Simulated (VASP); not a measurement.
Level of theory: RPA correlation on PBE orbitals, VASP's PBE PAW potentials (set 64) (plane waves; VASP 6.6.1).

A VASP calculation is set up with these files.

File KPOINTS:
```
Regular mesh
0
Gamma
6 6 6
```

**POSCAR**
```
C
3.613940
  0.0000000000   0.5000000000   0.5000000000
  0.5000000000   0.0000000000   0.5000000000
  0.5000000000   0.5000000000   0.0000000000
C
2
Cart
  0.0000000000   0.0000000000   0.0000000000
  0.2500000000   0.2500000000   0.2500000000
```

**INCAR**
```
ALGO=ACFDT
ENCUT=500
ENCUTGW=300
GGA=PE
ISMEAR=0
LASPH=.TRUE.
LCHARG=.FALSE.
LREAL=.FALSE.
LWAVE=.FALSE.
NBANDS=310
NOMEGA=12
PREC=Normal
SIGMA=0.01
SYSTEM=C
```

POTCAR, in this order: C_GW_new (PBE.64 set). Program: vasp_std. Read from the step before: WAVECAR, WAVEDER.

Output of the run:

File OSZICAR:
```
energies w=
    0.000    0.894    0.000    2.873    0.000    5.484    0.000    9.347
    0.000   15.443    0.000   25.425    0.000   42.167    0.000   70.844
    0.000  121.203    0.000  213.436    0.000  400.406    0.000  927.460
NQ=   1    0.0000    0.0000    0.0000,
 performed       3143000 updates of chi_q(r,r)
NQ=   2    0.1667    0.0000    0.0000,
 performed       6286000 updates of chi_q(r,r)
NQ=   3    0.3333    0.0000    0.0000,
 performed       9429000 updates of chi_q(r,r)
NQ=   4    0.5000    0.0000    0.0000,
 performed      12572000 updates of chi_q(r,r)
NQ=   5    0.1667    0.1667    0.0000,
 performed      15715000 updates of chi_q(r,r)
NQ=   6    0.3333    0.1667    0.0000,
 performed      18858000 updates of chi_q(r,r)
NQ=   7    0.5000    0.1667    0.0000,
 performed      22001000 updates of chi_q(r,r)
NQ=   8   -0.3333    0.1667    0.0000,
 performed      25144000 updates of chi_q(r,r)
NQ=   9   -0.1667    0.1667    0.0000,
 performed      28287000 updates of chi_q(r,r)
NQ=  10    0.3333    0.3333    0.0000,
 performed      31430000 updates of chi_q(r,r)
NQ=  11    0.5000    0.3333    0.0000,
 performed      34573000 updates of chi_q(r,r)
NQ=  12   -0.3333    0.3333    0.0000,
 performed      37716000 updates of chi_q(r,r)
NQ=  13    0.5000    0.5000    0.0000,
 performed      40859000 updates of chi_q(r,r)
NQ=  14    0.5000    0.3333    0.1667,
 performed      44002000 updates of chi_q(r,r)
NQ=  15   -0.3333    0.3333    0.1667,
 performed      47145000 updates of chi_q(r,r)
NQ=  16   -0.3333    0.5000    0.1667,
 performed      50288000 updates of chi_q(r,r)
```

### OUTCAR
```


      cutoff energy     smooth cutoff   RPA   correlation   Hartree contr. to MP2
---------------------------------------------------------------------------------
            300.000           240.000      -13.5488853453      -20.9371310085
            285.714           228.571      -13.5002316408      -20.8849273207
            272.109           217.687      -13.4469293994      -20.8271716208
            259.151           207.321      -13.3892765864      -20.7641003491
            246.811           197.449      -13.3262239519      -20.6945653601
            235.058           188.046      -13.2585368132      -20.6194721600
            223.865           179.092      -13.1850145441      -20.5375752946
            213.204           170.564      -13.1059474863      -20.4491193965
  linear regression
  converged value                          -14.2134952237      -21.6715743445
```
(Selected blocks of OUTCAR.)

The mesh is coarse, so the correlation energy is not converged in k-points.

The compound is C in the diamond structure. This cell is one point of a volume scan, at 1.04 of the reference volume. The k-mesh is coarse (spacing up to 0.50 per Å, 2π included), so the numbers may not be converged in it.
